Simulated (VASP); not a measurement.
Data:

```xyz
4
Lattice="1.4268 0.8237 5.9580 -1.4268 0.8237 5.9580 0.0000 -1.6475 5.9580" Properties=species:S:1:pos:R:3 pbc="T T T"
Pt     0.0000    -1.6475     5.9580
Co     0.0000     0.0000     8.9369
O      0.0000     0.0000     2.0059
O      0.0000     0.0000    15.8680
```

Level of theory: PBE GGA, VASP's PBE PAW potentials (set 64) (plane waves; VASP). Numerical set-up: 500 eV cut-off, 8×8×8 Γ-centred mesh, Gaussian smearing of 0.050 eV, potentials Pt Co O.

Unless said otherwise, spin-orbit coupling is left out, though it shifts the bands of the heavy elements here.

**Question.** What does the run give for the energy per atom (σ→0), largest force, band gap (on the k-mesh) with the smallest direct gap where there is one?

**Answer.** 
The band gap (on the k-mesh) is none (metal, semimetal or under 0.01 eV) and the energy per atom (σ→0) comes out as -6.610 eV/atom. The largest force is 0.076 eV/Å.

Total energies compare only between runs with the same potentials, cut-off and functional.

The structure was generated: CoPtO2 was put into the delafossite type (R-3m), which need not be its known phase. It was relaxed first, which changed the volume by -14 %. The k-mesh is coarse (spacing up to 0.32 per Å, 2π included), so the numbers may not be converged in it. The run is not spin-polarised, so no magnetic state was tried. The electron count is odd and the run is not spin-polarised, which forces a metal.
